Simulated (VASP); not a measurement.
VASP input:

INCAR:
```
SYSTEM = MgB2
PREC = Accurate
ENCUT = 520
EDIFF = 1E-3
NELM = 100
ALGO = Normal
LREAL = .FALSE.
LASPH = .TRUE.
ISMEAR = 1
SIGMA = 0.1
GGA = PE
LWAVE = .FALSE.
LCHARG = .FALSE.
ISIF = 3
IBRION = 2
NSW = 40
EDIFFG = -0.001
```

**POSCAR**
```
MgB2
1
    1.5759000000    -2.7295380000     0.0000000000
    1.5759000000     2.7295380000     0.0000000000
    0.0000000000     0.0000000000     3.5904000000
Mg B
1 2
Direct
  0.0289144227   0.0472325410   0.0000000000
  0.3333330000   0.6666670000   0.5000000000
  0.6666670000   0.3333330000   0.5000000000
```

File KPOINTS:
```
Automatic mesh
0
Gamma
8 8 7
0 0 0
```

POTCAR, in this order: Mg B (PBE.64 set). Program: vasp_std.

One choice in this input is risky. Which, and does it do harm here?

The risk: EDIFF is too loose for the force threshold. Here it does no harm: the run (PBE GGA, plane waves, VASP's PBE PAW potentials (set 64)) converges to the same energy and pressure as with the safe setting.
OSZICAR:
```
...
       N       E                     dE             d eps       ncg     rms          rms(c)
DAV:   1    -0.153182355799E+02   -0.93569E-04   -0.29934E-03  2560   0.475E-01    0.306E-02
DAV:   2    -0.153181946161E+02    0.40964E-04   -0.10520E-04  2160   0.700E-02
  11 F= -.15318195E+02 E0= -.15318137E+02  d E =-.543853E-04
       N       E                     dE             d eps       ncg     rms          rms(c)
DAV:   1    -0.153181883921E+02    0.47188E-04   -0.35711E-04  2808   0.173E-01    0.130E-02
DAV:   2    -0.153181824775E+02    0.59146E-05   -0.13193E-05  1160   0.236E-02
  12 F= -.15318182E+02 E0= -.15318124E+02  d E =-.422467E-04
       N       E                     dE             d eps       ncg     rms          rms(c)
DAV:   1    -0.153181916253E+02   -0.32331E-05   -0.16273E-04  1928   0.108E-01    0.625E-03
DAV:   2    -0.153181896566E+02    0.19686E-05   -0.60910E-06  1088   0.196E-02
  13 F= -.15318190E+02 E0= -.15318129E+02  d E =-.494259E-04
       N       E                     dE             d eps       ncg     rms          rms(c)
DAV:   1    -0.153181913873E+02    0.23800E-06   -0.19165E-05  1088   0.404E-02    0.274E-03
DAV:   2    -0.153181910564E+02    0.33085E-06   -0.11064E-06  1088   0.100E-02
  14 F= -.15318191E+02 E0= -.15318131E+02  d E =-.508256E-04
       N       E                     dE             d eps       ncg     rms          rms(c)
DAV:   1    -0.153181913504E+02    0.36850E-07   -0.20839E-06  1088   0.137E-02    0.102E-03
DAV:   2    -0.153181912937E+02    0.56693E-07   -0.12985E-07  1112   0.334E-03
  15 F= -.15318191E+02 E0= -.15318131E+02  d E =-.510629E-04
       N       E                     dE             d eps       ncg     rms          rms(c)
DAV:   1    -0.153181915186E+02   -0.16824E-06   -0.19537E-06  1088   0.127E-02    0.877E-04
DAV:   2    -0.153181914727E+02    0.45976E-07   -0.10315E-07  1088   0.306E-03
  16 F= -.15318191E+02 E0= -.15318131E+02  d E =-.512419E-04
       N       E                     dE             d eps       ncg     rms          rms(c)
DAV:   1    -0.153181933990E+02   -0.18804E-05   -0.61741E-05  1088   0.713E-02    0.427E-03
DAV:   2    -0.153181927417E+02    0.65728E-06   -0.27761E-06  1088   0.179E-02
  17 F= -.15318193E+02 E0= -.15318132E+02  d E =-.126905E-05
       N       E                     dE             d eps       ncg     rms          rms(c)
DAV:   1    -0.153181925413E+02    0.85773E-06   -0.68028E-07  1088   0.819E-03    0.833E-04
DAV:   2    -0.153181925009E+02    0.40374E-07   -0.57932E-08  1088   0.235E-03
  18 F= -.15318193E+02 E0= -.15318132E+02  d E =-.102822E-05
       N       E                     dE             d eps       ncg     rms          rms(c)
DAV:   1    -0.153181924973E+02    0.43950E-07   -0.33023E-07  1088   0.496E-03    0.261E-04
DAV:   2    -0.153181924966E+02    0.72475E-09   -0.15577E-08  1088   0.129E-03
  19 F= -.15318192E+02 E0= -.15318132E+02  d E =-.102392E-05
       N       E                     dE             d eps       ncg     rms          rms(c)
DAV:   1    -0.153181928974E+02   -0.40008E-06   -0.26118E-05  1088   0.446E-02    0.163E-03
DAV:   2    -0.153181929105E+02   -0.13074E-07   -0.89498E-07  1088   0.943E-03
  20 F= -.15318193E+02 E0= -.15318132E+02  d E =-.413884E-06
```

The compound is MgB2 in the AlB2 type structure. In the starting cell atoms are displaced from their ideal sites.
